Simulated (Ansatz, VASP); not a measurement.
## Mg3SeS2 in VASP and in Ansatz

```
CELL_PARAMETERS angstrom
7.88518 0.00000 0.00000
-3.94259 6.82876 0.00000
0.00000 0.00000 3.77958
ATOMIC_POSITIONS crystal
Mg 0.50000 0.00000 0.00000
Mg 0.00000 0.50000 0.00000
Mg 0.50000 0.50000 0.00000
Se 0.00000 0.00000 0.50000
S 0.33333 0.66667 0.00000
S 0.66667 0.33333 0.00000
```

Alike in both runs: functional PBE; k mesh 3 × 3 × 4; occupations gaussian, width 0.1 eV; no spin polarisation.

Ansatz relaxed the structure, and its values are those at the end. VASP's run is a single point on that final structure, the one shown.

```csv
,VASP,Ansatz
version,VASP 6.6.1,Ansatz 0.2.0
potentials or method,"VASP PAW PBE potentials, release 64 (Mg, Se, S)","scalar-relativistic, plane waves, PAW"
plane-wave cutoff (eV),520,420
valence electrons in the cell,24,58
```

|  | VASP | Ansatz | Ansatz less VASP |
| --- | --- | --- | --- |
| gap on the k mesh at the Fermi level (eV) | none | none | - |
| pressure (GPa) | 0.0 | 0.0 | +0.03 |

A gap of «none» marks a metal or a gap that the smearing closes. With one functional, cell and mesh, what is left measures potentials, basis and numerics. The two sets of potentials don't hold the same shells in valence.

Caveats: the k mesh is coarse (spacing up to 0.42 Å⁻¹), so the values aren't converged.
